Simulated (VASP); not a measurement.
An input for Quantum ESPRESSO's pw.x (written as the equivalent of a VASP run, and not itself run):

```
&CONTROL
  calculation = 'scf'
  pseudo_dir = './pseudo'
  outdir = './out'
  tprnfor = .true.
  tstress = .true.
/
&SYSTEM
  ibrav = 0
  nat = 18
  ntyp = 2
  ecutwfc = 80
  occupations = 'smearing'
  smearing = 'gaussian'
  degauss = 0.009996
  input_dft = 'pz'
/
&ELECTRONS
  conv_thr = 7.3e-08
  electron_maxstep = 100
/
ATOMIC_SPECIES
  Mo 95.950 Mo.upf
  S 32.060 S.upf
CELL_PARAMETERS angstrom
     6.3686000    0.0000000    0.0000000
    -1.5921500    2.7576840    0.0000000
     0.0000000    0.0000000   27.8940000
ATOMIC_POSITIONS crystal
  Mo   0.3277430  0.3460040  0.3561130
  Mo   0.8277430  0.3460040  0.3561130
  Mo   0.1662460  0.6811380  0.5873310
  Mo   0.6662460  0.6811380  0.5873310
  Mo   0.0095660  0.0037330  0.8212070
  Mo   0.5095670  0.0037330  0.8212070
  S    0.1590460  0.6512390  0.1811720
  S    0.6590460  0.6512390  0.1811720
  S   -0.0056580  0.0174150  0.3015620
  S    0.4943420  0.0174150  0.3015620
  S    0.0071140  0.0022860  0.4125020
  S    0.5071140  0.0022860  0.4125020
  S    0.3389480  0.3451050  0.5304330
  S    0.8389480  0.3451050  0.5304330
  S    0.3309720  0.3141140  0.6431490
  S    0.8309720  0.3141140  0.6431490
  S    0.1660230  0.6389670  0.7647130
  S    0.6660230  0.6389670  0.7647130
K_POINTS automatic
  3 5 1 0 0 0
```

Translate this input to VASP (INCAR, KPOINTS, POSCAR, choice of POTCAR).

Several could match; the one computed here: 
**POSCAR**
```
MoS2
1
    6.3686000000     0.0000000000     0.0000000000
   -1.5921500000     2.7576840000     0.0000000000
    0.0000000000     0.0000000000    27.8940000000
Mo S
6 12
Direct
  0.3277430000   0.3460040000   0.3561130000
  0.8277430000   0.3460040000   0.3561130000
  0.1662460000   0.6811380000   0.5873310000
  0.6662460000   0.6811380000   0.5873310000
  0.0095660000   0.0037330000   0.8212070000
  0.5095670000   0.0037330000   0.8212070000
  0.1590460000   0.6512390000   0.1811720000
  0.6590460000   0.6512390000   0.1811720000
 -0.0056580000   0.0174150000   0.3015620000
  0.4943420000   0.0174150000   0.3015620000
  0.0071140000   0.0022860000   0.4125020000
  0.5071140000   0.0022860000   0.4125020000
  0.3389480000   0.3451050000   0.5304330000
  0.8389480000   0.3451050000   0.5304330000
  0.3309720000   0.3141140000   0.6431490000
  0.8309720000   0.3141140000   0.6431490000
  0.1660230000   0.6389670000   0.7647130000
  0.6660230000   0.6389670000   0.7647130000
```

### INCAR
```
! general
SYSTEM =MoS2
PREC   =Accurate
ENCUT  =300
LREAL  =Auto   ! projection in real space or not
LASPH  =.True.

! electronic loop
EDIFF  =1E-6   ! SCF stop (eV)
NELM   =100   ! most electronic steps
ALGO   =Normal   ! blocked Davidson
LMAXMIX=4

! smearing
ISMEAR =0
SIGMA  =0.136   ! width (eV)

! ions
ISIF   =2   ! forces and stress, cell fixed

! output
LWAVE  =.False.
LCHARG =.False.
```

KPOINTS:
```
K-points
0
gamma
 3 5 1
```

POTCAR, in this order: Mo_sv S (LDA.64 set). Program: vasp_std.

The two are equivalent in intent, not identical: the potentials are each code's own (VASP's PAW set, PseudoDojo norm-conserving files in pw.x), so ENCUT and ecutwfc are chosen apart and not converted; conv_thr bounds pw.x's estimated SCF error, while EDIFF bounds the energy change between steps.

The cell is a sheet with vacuum, built from a database entry that may be metastable or hypothetical.
